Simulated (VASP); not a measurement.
Input:

```
CELL_PARAMETERS angstrom
      2.95266     0.00000     0.00000
      0.00000     2.95266     0.00000
      0.00000     0.00000     2.95266
ATOMIC_POSITIONS crystal
  Al 0.50000 0.50000 0.50000
  Ru 0.00000 0.00000 0.00000
```

Calculation: vdW-DF-cx, VASP's PBE PAW potentials (set 64) (plane waves; VASP 6.6.1). Numerical set-up: 520 eV cut-off, 12×12×12 Γ-centred mesh, first-order Methfessel-Paxton smearing of 0.10 eV, potentials Al Ru_pv.

Question: Give the stress tensor in GPa (positive for a compressed cell).

Answer: 
```
6.87  0.00  0.00
0.00  6.87  0.00
0.00  0.00  6.87
```
The pressure is its mean diagonal, 6.87 GPa.

The compound is RuAl in the CsCl type structure. This cell is one point of a volume scan, at 0.97 of the reference volume. The electron count is odd and the run is not spin-polarised, which forces a metal.
